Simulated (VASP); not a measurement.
VASP ran on this input.

### KPOINTS
```
Automatic mesh
0
Gamma
7 7 7
0 0 0
```

### POSCAR
```
SnTe
1
    0.0000000000     3.2295955333     3.2295955333
    3.2295955333    -0.0000000000     3.2295955333
    3.2295955333     3.2295955333     0.0000000000
Sn Te
1 1
Direct
  0.0000000000   0.0000000000   0.0000000000
  0.5000000000   0.5000000000   0.5000000000
```

INCAR:
```
ALGO = Normal
EDIFF = 1E-6
EDIFFG = -0.01
ENCUT = 520
GGA = RE
IBRION = 2
ISIF = 3
ISMEAR = 0
LASPH = .TRUE.
LCHARG = .FALSE.
LMAXMIX = 4
LREAL = .FALSE.
LWAVE = .FALSE.
NELM = 100
NSW = 60
PREC = Accurate
SIGMA = 0.05
SYSTEM = SnTe
```

POTCAR, in this order: Sn_d Te (PBE.64 set). Program: vasp_std.

**Question.** Write an equivalent input for Ansatz.

**Answer.** One equivalent input (not run):
Ansatz 0.2 input:
```yaml
crystal:
  lattice:
    - [0.0000000, 3.2295955, 3.2295955]
    - [3.2295955, 0.0000000, 3.2295955]
    - [3.2295955, 3.2295955, 0.0000000]
  atoms:
    - { symbol: Sn, position: [0.0000000, 0.0000000, 0.0000000] }
    - { symbol: Te, position: [0.5000000, 0.5000000, 0.5000000] }
kpoints:
  mp_grid: { grid: [7, 7, 7] }
hamiltonian:
  xc: revpbe
  pseudopotentials: { kind: paw }
scf:
  occupations: { method: gaussian, width: 0.05 }
  max_iter: 100
relax:
  max_steps: 60
  f_tol: 0.01
  cell: {}
output: { forces: true, stress: true, eigenvalues: true }
```
What does not carry over: each code has its own PAW files, so the cut-off isn't converted (ENCUT is set for VASP's; basis.ecutwfc is left out, and Ansatz then takes the one that its files recommend); Ansatz stops its SCF on the density residual and VASP on the energy change (EDIFF).

The compound is SnTe in the rock salt structure, which distorts at low temperature. This run relaxes it. Symmetry was kept, so distortions that lower it aren't found. The start is the result of an earlier pass.
